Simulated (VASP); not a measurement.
A convergence study with VASP on Ge (diamond): a few settings are varied, all else stays as given below, so the limit is that of these other settings. The cell's lengths are 1 % over those of the tabulated start and one atom is moved, so it is off equilibrium.

```
Ge
1.0
    0.00000     2.85729     2.85729
    2.85729     0.00000     2.85729
    2.85729     2.85729     0.00000
Ge
2
Cartesian
  0.00000   0.00000   0.00000
  1.48924   1.42864   1.42864
```

The numbers are results of LDA (Ceperley-Alder, Perdew-Zunger), VASP's LDA PAW potentials (set 64) (plane waves; VASP), not measurements. The last row used: 550 eV cut-off, 7×7×7 Γ-centred mesh, Gaussian smearing of 0.050 eV, potentials Ge_d.

```
setting                      E (eV/atom)  pressure (GPa)  largest force (eV/Å)  electronic steps
---------------------------  -----------  --------------  --------------------  ----------------
ALGO = Normal, EDIFF = 1E-2      -5.1655           -7.40                 0.607                 8
ALGO = Normal, EDIFF = 1E-3      -5.1655           -5.19                 0.603                 8
ALGO = Normal, EDIFF = 1E-4      -5.1655           -3.80                 0.603                 9
ALGO = Normal, EDIFF = 1E-5      -5.1655           -2.88                 0.603                10
ALGO = Normal, EDIFF = 1E-6      -5.1655           -2.87                 0.604                11
ALGO = Normal, EDIFF = 1E-7      -5.1655           -2.87                 0.603                12
ALGO = Normal, EDIFF = 1E-8      -5.1655           -2.87                 0.603                12
ALGO = Normal, EDIFF = 1E-9      -5.1655           -2.86                 0.603                13
ALGO = Fast, EDIFF = 1E-2        -5.1654           -7.41                 0.606                 8
ALGO = Fast, EDIFF = 1E-3        -5.1654           -6.20                 0.606                 8
ALGO = Fast, EDIFF = 1E-4        -5.1655           -2.71                 0.604                10
ALGO = Fast, EDIFF = 1E-5        -5.1655           -2.18                 0.604                11
ALGO = Fast, EDIFF = 1E-6        -5.1655           -2.77                 0.604                13
ALGO = Fast, EDIFF = 1E-7        -5.1655           -2.87                 0.604                15
ALGO = Fast, EDIFF = 1E-8        -5.1655           -2.84                 0.603                16
ALGO = Fast, EDIFF = 1E-9        -5.1655           -2.86                 0.604                18
ALGO = All, EDIFF = 1E-2         -5.1638           -2.92                 0.585                 8
ALGO = All, EDIFF = 1E-3         -5.1654           -2.96                 0.604                10
ALGO = All, EDIFF = 1E-4         -5.1655           -2.73                 0.604                12
ALGO = All, EDIFF = 1E-5         -5.1655           -2.90                 0.603                13
ALGO = All, EDIFF = 1E-6         -5.1655           -2.85                 0.604                15
ALGO = All, EDIFF = 1E-7         -5.1655           -2.86                 0.603                16
ALGO = All, EDIFF = 1E-8         -5.1655           -2.86                 0.604                18
ALGO = All, EDIFF = 1E-9         -5.1655           -2.86                 0.604                20
```

Left out are rungs that failed or repeat a setting and relaxations that didn't move; long series are thinned to 24 rows.

The compound is Ge in the diamond structure. The cell was not relaxed at this level, it is distorted from the ideal structure.
